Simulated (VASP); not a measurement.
Shape and ions are relaxed at each volume.

Energy against volume of ZnF$_{2}$ (rutile). Method: vdW-DF2, VASP's PBE PAW potentials (set 64) (plane waves; VASP).

```
V (Å³/atom)  E (eV/atom)
-----------  -----------
11.845          -1.68984
12.223          -1.70204
12.601          -1.70615
12.979          -1.70352
13.357          -1.69548
```

Q: Fit a third-order Birch-Murnaghan equation of state.

A: 
| Property | Result |
|---|---|
| volume per atom | 12.63 Å³/atom |
| bulk modulus | 92.7 GPa |
| pressure derivative of the bulk modulus | 5.67 |

The compound is ZnF2 in the rutile structure. It was relaxed first, which changed the volume by +10 %.
